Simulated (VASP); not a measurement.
Level of theory: SCAN meta-GGA, VASP's PBE PAW potentials (set 64) (plane waves; VASP 6.6.1).

Input for VASP

INCAR:
```
# general
SYSTEM  = AlRu
PREC    = Accurate
ENCUT   = 400
LREAL   = F
LASPH   = T

# electronic loop
EDIFF   = 1E-7
NELM    = 100
ALGO    = Normal
LMAXMIX = 4
LMIXTAU = T

# smearing
ISMEAR  = -5

# functional
METAGGA = SCAN

# ions
ISIF    = 2

# output
LWAVE   = F
LCHARG  = F
LORBIT  = 11
NEDOS   = 601
```

### KPOINTS_OPT
```
k-points along high-symmetry lines
10
Line-mode
Reciprocal
  0.000000   0.000000   0.000000 ! GAMMA
  0.000000   0.500000   0.000000 ! X

  0.000000   0.500000   0.000000 ! X
  0.500000   0.500000   0.000000 ! M

  0.500000   0.500000   0.000000 ! M
  0.000000   0.000000   0.000000 ! GAMMA

  0.000000   0.000000   0.000000 ! GAMMA
  0.500000   0.500000   0.500000 ! R

  0.500000   0.500000   0.500000 ! R
  0.000000   0.500000   0.000000 ! X

  0.500000   0.500000   0.500000 ! R
  0.500000   0.500000   0.000000 ! M
```

**POSCAR**
```
AlRu
1
    2.9673779330     0.0000000000     0.0000000000
    0.0000000000     2.9673779330     0.0000000000
    0.0000000000     0.0000000000     2.9673779330
Ru Al
1 1
Direct
  0.5000000000   0.5000000000   0.5000000000
  0.0000000000   0.0000000000   0.0000000000
```

### KPOINTS
```
K-points
0
Gamma
14 14 14
```

POTCAR, in this order: Ru_pv Al (PBE.64 set). Program: vasp_std.

Q: What does the run give for the energy per atom (σ→0), band gap (over mesh and band path)?

A: 
```
Item                                                                   Value
----------------------------------  ----------------------------------------
energy per atom (σ→0)                                        -22.130 eV/atom
band gap (over mesh and band path)  none (metal, semimetal or under 0.01 eV)
```

**OSZICAR**
```
...
DAV:  18    -0.442599008708E+02   -0.33303E-05   -0.19431E-04  3344   0.108E-01    0.554E-03
DAV:  19    -0.442598908314E+02    0.10039E-04   -0.31386E-05  3224   0.441E-02    0.232E-03
DAV:  20    -0.442598904853E+02    0.34609E-06   -0.20894E-07  3264   0.408E-03    0.206E-03
DAV:  21    -0.442598908101E+02   -0.32477E-06   -0.39902E-07  2984   0.789E-03    0.110E-03
DAV:  22    -0.442598906350E+02    0.17509E-06   -0.17062E-06  3288   0.106E-02    0.451E-04
DAV:  23    -0.442598906370E+02   -0.19791E-08   -0.60490E-08  1732   0.292E-03
   1 F= -.44259891E+02 E0= -.44259891E+02  d E =0.000000E+00
       N       E                     dE             ncg
```

The structure comes from a measured AlRu entry (Pm-3m) of the Crystallography Open Database, whose conditions weren't checked. It was relaxed first. The electron count is odd and the run is not spin-polarised, which forces a metal.
